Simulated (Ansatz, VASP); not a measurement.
**Two plane-wave programs on NaMg3O4**

run.py

```python
from ase.calculators.vasp import Vasp
from ase.dft.bandgap import bandgap
from ase.io import read

atoms = read('POSCAR')
calc = Vasp(
    directory='calc',
    xc='pbe',
    pp='PBE',
    setups='minimal',
    prec='Accurate',
    encut=500,
    ediff=1e-06,
    ismear=0,
    sigma=0.1,
    lreal=False,
    lasph=True,
    nelm=80,
    algo='Fast',
    isif=2,
    lwave=False,
    lcharg=True,
    lelf=True,
    lvhar=True,
    kpts=[6, 6, 6],
    gamma=True,
)
atoms.calc = calc

print('energy (eV):', atoms.get_potential_energy())
print('free energy (eV):', atoms.get_potential_energy(force_consistent=True))
print('forces (eV/A):')
print(atoms.get_forces())
print('stress (eV/A^3, Voigt):', atoms.get_stress())
print('Fermi level (eV):', calc.get_fermi_level())
gap, top, bottom = bandgap(calc)
print('band gap (eV):', gap, 'from (spin, k, band)', top, 'to', bottom)
```

Contents of POSCAR:

```
NaMg3O4
1.0
    4.3537536500      0.0000000000      0.0000000000
    0.0000000000      4.3537536500      0.0000000000
    0.0000000000      0.0000000000      4.3537536500
Mg Na O
3 1 4
Direct
    0.5000000000      0.5000000000      0.0000000000
    0.5000000000      0.0000000000      0.5000000000
    0.0000000000      0.5000000000      0.5000000000
    0.0000000000      0.0000000000      0.0000000000
    0.0000000000      0.5000000000      0.0000000000
    0.0000000000      0.0000000000      0.5000000000
    0.5000000000      0.5000000000      0.5000000000
    0.5000000000      0.0000000000      0.0000000000
```

File input.yaml:

```yaml
crystal:
  lattice:
    - [4.35375365, 0.0, 0.0]
    - [0.0, 4.35375365, 0.0]
    - [0.0, 0.0, 4.35375365]
  atoms:
    - { symbol: Mg, position: [0.5, 0.5, 0.0] }
    - { symbol: Mg, position: [0.5, 0.0, 0.5] }
    - { symbol: Mg, position: [0.0, 0.5, 0.5] }
    - { symbol: Na, position: [0.0, 0.0, 0.0] }
    - { symbol: O, position: [0.0, 0.5, 0.0] }
    - { symbol: O, position: [0.0, 0.0, 0.5] }
    - { symbol: O, position: [0.5, 0.5, 0.5] }
    - { symbol: O, position: [0.5, 0.0, 0.0] }
hamiltonian:
  xc: pbe
  pseudopotentials: { kind: paw }
kpoints:
  mp_grid: { grid: [6, 6, 6] }
scf:
  occupations: { method: gaussian, width: 0.1 }
output:
  forces: true
  stress: true
  eigenvalues: true
  write_density: true
  write_potential: true
  elf: true
  volumetric_format: npy
```

The cell comes from a database or a generator and needn't be the stable form of this composition.

Alike in both runs: task single point; functional PBE; k mesh 6 × 6 × 6; occupations gaussian, width 0.1 eV; no spin polarisation.

|  | VASP | Ansatz |
| --- | --- | --- |
| version | VASP 6.6.1 | Ansatz 0.2.0 |
| potentials or method | VASP PAW PBE potentials, release 64 (Mg, Na, O) | Ansatz PAW |
| plane-wave cutoff (eV) | 500 | 420 |
| valence electrons in the cell | 31 | 63 |

Ansatz gave:

```
gap on the k mesh at the Fermi level (eV) : none
pressure (GPa)                            : -0.9
```

Problem. Estimate VASP's values.

Solution. gap on the k mesh at the Fermi level (eV): none; pressure (GPa): -2.4.

A gap of «none» marks a metal or a gap that the smearing closes. The two sets of potentials don't hold the same shells in valence.

Caveats: an odd number of electrons without spin polarisation forces a metal; a magnetic or distorted state may lie lower; the pressure holds a Pulay correction of +0.6 GPa for the finite cutoff (Ansatz).
